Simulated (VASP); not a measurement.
Input:

```
CELL_PARAMETERS angstrom
      0.00000     2.75807     2.75807
      2.75807     0.00000     2.75807
      2.75807     2.75807     0.00000
ATOMIC_POSITIONS crystal
  Ca 0.00000 0.00000 0.00000
  F  0.25000 0.25000 0.25000
  F  0.75000 0.75000 0.75000
```

Level of theory: PBE GGA, VASP's PBE PAW potentials (set 64) (plane waves; VASP 6.6.1). Numerical set-up: 520 eV cut-off, Gaussian smearing of 0.050 eV, potentials Ca_sv F.

Estimate the band gap (along the path) with the smallest direct gap where there is one.

```json
{
  "band gap (along the path)": "7.10 eV",
  "smallest direct gap (along the path)": "7.35 eV"
}
```

The absolute energy has meaning only against runs of the same code, potentials and settings.

The compound is CaF2 in the fluorite structure. It was relaxed first.
